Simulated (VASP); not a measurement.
Here is the system:

```xyz
1
Lattice="-1.5651 1.5533 1.5533 1.5651 -1.5768 1.5768 1.5651 1.5768 -1.5768" Properties=species:S:1:pos:R:3 pbc="T T T"
Mo     0.0000     0.0000     0.0000
```

Level of theory: PBEsol GGA, VASP's PBE PAW potentials (set 64) (plane waves; VASP 6.6.1). Numerical set-up: 480 eV cut-off, 16×16×16 Γ-centred mesh, first-order Methfessel-Paxton smearing of 0.10 eV, potentials Mo_sv.

Question: Give the stress tensor in GPa (positive for a compressed cell).

Answer: 
```
0.34  0.00  0.00
0.00  0.26  1.81
0.00  1.81  0.26
```
The pressure is its mean diagonal, 0.29 GPa.

The compound is Mo in the bcc structure. This cell was strained or had an atom moved on purpose.
